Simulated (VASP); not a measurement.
InAs, 2 atoms in the cell. The structure is cubic, space group F-43m (No. 216). The conventional cell has a = 6.036 Å, b = 6.036 Å, c = 6.036 Å, α = 90.00°, β = 90.00°, γ = 90.00°. In (site symmetry -43m) has 4 As at 2.61 Å as nearest neighbours. As (site symmetry -43m) has 4 In at 2.61 Å as nearest neighbours. 

* Program: VASP 6.6.1
* Task: relaxation of cell and atoms
* Functional: r2SCAN
* Potentials or basis: VASP PAW PBE potentials, release 64 (In_d, As)
* Cutoff: 600 eV
* k mesh: 10 × 10 × 10
* Occupations: gaussian, width 0.03 eV
* Spin: no spin polarisation
* Further INCAR settings: ALGO = Normal; EDIFF = 1e-06; IBRION = 2; EDIFFG = -0.01; NSW = 90; ISIF = 3

Potentials or basis: VASP PAW PBE potentials, release 64 (In_d, As).

Command:

```bash
$ cat potpaw_PBE.64/In_d/POTCAR potpaw_PBE.64/As/POTCAR > POTCAR
$ mpirun -np 1 vasp_std > vasp.out
```

Hardware: 1 thread of Intel(R) Xeon(R) Platinum 8375C CPU @ 2.90GHz (Ice Lake), on a shared host.

Q: Estimate the wall time of this run.

A: Run time: 6.1 min on 1 thread of Intel(R) Xeon(R) Platinum 8375C CPU @ 2.90GHz (Ice Lake) (shared host), peak memory 0.26 GiB. Counts: scf iterations 47, k points 47, ion steps 3.
